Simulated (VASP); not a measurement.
The system is Al2GaP3.

```
Al Ga P
1.0
     2.55654   -4.45475    0.00000
     2.55654    4.45475    0.00000
     0.00000    0.00000    4.80563
Al Ga P
2 1 3
Direct
  0.00000 0.00000 0.00000
  0.50000 0.50000 0.00000
  0.00000 0.00000 0.50000
  0.29999 0.70001 0.50000
  0.70001 0.29999 0.50000
  0.50000 0.50000 0.50000
```

The cell was built by a generator and needn't be a form met in nature.

| Property | Result |
| --- | --- |
| Program | VASP 6.6.1 |
| Task | relaxation of cell and atoms |
| Functional | PBE |
| Potentials or basis | VASP PAW PBE potentials, release 64 (Al, Ga_d, P) |
| Cutoff | 520 eV |
| k mesh | 3 × 3 × 3 |
| Occupations | gaussian, width 0.15 eV |
| Spin | no spin polarisation |

At the start: pressure 27.2 GPa; volume 18.24 Å³/atom.

Question: How do energy, volume and symmetry change on relaxing?

Answer: Over 12 steps the energy falls by 703.1 meV/atom and the volume is 21.28 Å³/atom (+16.6 %); space group Cmmm (No. 65, to 0.05 Å).

The path:
| step | energy change (eV) | largest force (eV/Å) | pressure (GPa) | volume (Å³) |
| --- | --- | --- | --- | --- |
| 1 | 0.0000 | 9.3870 | 27.18 | 109.46 |
| 2 | -2.3141 | 0.3930 | -8.15 | 164.70 |
| 3 | -3.5797 | 0.7352 | -2.56 | 134.72 |
| 4 | -3.5835 | 0.7822 | -2.18 | 134.07 |
| 5 | -3.5861 | 0.8661 | -1.58 | 132.97 |
| 6 | -3.7832 | 1.0963 | -1.99 | 129.74 |
| 7 | -4.1354 | 0.0990 | 3.36 | 120.09 |
| 8 | -4.1444 | 0.2902 | 2.40 | 121.69 |
| 9 | -4.2041 | 0.0916 | 0.98 | 125.69 |
| 10 | -4.2047 | 0.0457 | 1.08 | 125.29 |
| 11 | -4.2165 | 0.0115 | -0.52 | 128.63 |
| 12 | -4.2185 | 0.0165 | 0.22 | 127.68 |

Final structure:
```yaml
crystal:
  lattice:
    - [2.50972, -4.73506, 0.00000]
    - [2.50972, 4.73506, 0.00000]
    - [0.00000, 0.00000, 5.37213]
  atoms:
    - { symbol: Al, position: [0.00000, 0.00000, 0.00000] }
    - { symbol: Al, position: [0.50000, 0.50000, 0.00000] }
    - { symbol: Ga, position: [0.00000, 0.00000, 0.50000] }
    - { symbol: P, position: [0.25170, 0.74830, 0.50000] }
    - { symbol: P, position: [0.74830, 0.25170, 0.50000] }
    - { symbol: P, position: [0.50000, 0.50000, 0.50000] }
```

Caveat: the k mesh is coarse (spacing up to 0.47 Å⁻¹), so the values aren't converged; the volume moved by over 15 % at a fixed basis, so the end points are rough.
